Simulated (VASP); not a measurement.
Given:

```xyz
1
Lattice="0.0000 1.9476 1.9476 1.9476 0.0000 1.9476 1.9476 1.9476 0.0000" Properties=species:S:1:pos:R:3 pbc="T T T"
Pd     0.0000     0.0000     0.0000
```

All values below come from SCAN meta-GGA, VASP's PBE PAW potentials (set 64) (plane waves; VASP). Run with 520 eV cut-off, 18×18×18 Γ-centred mesh, tetrahedra with Blöchl corrections, potentials Pd.

Estimate the energy per atom (σ→0), band gap (over mesh and band path) with the smallest direct gap where there is one.

| Quantity | Result |
|---|---|
| band gap (over mesh and band path) | none (metal, semimetal or under 0.01 eV) |
| energy per atom (σ→0) | -32.783 eV/atom |

Only differences to runs with the same potentials and settings are physical.

The compound is Pd in the fcc structure. It was relaxed first.
